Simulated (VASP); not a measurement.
Data:

```xyz
1
Lattice="-1.3804 1.3804 1.3804 1.3804 -1.3804 1.3804 1.3804 1.3804 -1.3804" Properties=species:S:1:pos:R:3 pbc="T T T"
Fe     0.0000     0.0000     0.0000
```
Starting moments (μB, in the order of the record's atoms Fe): 2.0.

Level of theory: MS2 meta-GGA, VASP's PBE PAW potentials (set 64) (plane waves; VASP). Settings: 520 eV cut-off, 18×18×18 Γ-centred mesh, first-order Methfessel-Paxton smearing of 0.10 eV, potentials Fe.

Problem. Give the stress tensor in GPa (positive for a compressed cell).

Solution. 
```
7.83  0.00  0.00
0.00  7.83  0.00
0.00  0.00  7.83
```
The pressure is its mean diagonal, 7.83 GPa.

The compound is Fe in the bcc structure. This cell is one point of a volume scan, at 0.97 of the reference volume.
